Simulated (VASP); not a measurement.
Energy against volume of MgH2 (rutile). Calculation: rev-vdW-DF2, VASP's PBE PAW potentials (set 64) (plane waves; VASP). Run with 520 eV cut-off, 5×5×7 Γ-centred mesh, Gaussian smearing of 0.050 eV, potentials Mg H.

Shape and ions are relaxed at each volume.

```csv
V (Å³/atom),E (eV/atom)
9.466,-2.55794
9.769,-2.56327
10.071,-2.56528
10.373,-2.56441
```

Fit these four points and predict the energy of the run at 10.675 Å³/atom.

A cubic in V^(−2/3), the third-order Birch-Murnaghan form, passes through the four points with V0 = 10.12 Å³/atom and B0 = 50 GPa, and gives -2.5610 eV/atom there. The run gave -2.5610 eV/atom, -0.0 meV/atom from the fit; all five points give B0 = 50 GPa.

The compound is MgH2 in the rutile structure. It was relaxed first.
